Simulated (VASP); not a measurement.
Data:

```
MoTe2
1.0
    1.67683    -2.90436     0.00000
    1.67683     2.90436     0.00000
    0.00000     0.00000    12.91978
Te Mo
4 2
Cartesian
  1.67683   0.96812  11.50573
  1.67683  -0.96812   5.04584
  1.67683  -0.96812   1.41405
  1.67683   0.96812   7.87394
  1.67683   0.96812   3.22994
  1.67683  -0.96812   9.68983
```

Method: LDA (Ceperley-Alder, Perdew-Zunger), VASP's LDA PAW potentials (set 64) (plane waves; VASP). Numerical set-up: 500 eV cut-off, 8×8×2 Γ-centred mesh, Gaussian smearing of 0.050 eV, potentials Te Mo_sv.

Energy and stress use the plane-wave basis of the starting cell.

### Question
The ions, cell shape and volume at an external pressure of 20.0 GPa are relaxed. Give the cell that the relaxation ends in.

### Answer

```
MoTe2
1.0
    1.63738    -2.83602     0.00000
    1.63738     2.83602     0.00000
    0.00000     0.00000    12.52026
Te Mo
4 2
Direct
  0.33333   0.66667   0.89526
  0.66667   0.33333   0.39526
  0.66667   0.33333   0.10474
  0.33333   0.66667   0.60474
  0.33333   0.66667   0.25000
  0.66667   0.33333   0.75000
```
Space group P6_3/mmc (194), at a tolerance of 0.03 Å.

### Question
How do energy and volume change from the first to the last step?

### Answer
The energy (σ→0) changes by +146.3 meV/atom and the volume by -7.6 %, in 15 ionic steps.

The compound is MoTe2 in the 2H layered structure. This run relaxes it under an external pressure of 20 GPa. Symmetry was kept, so distortions that lower it aren't found.
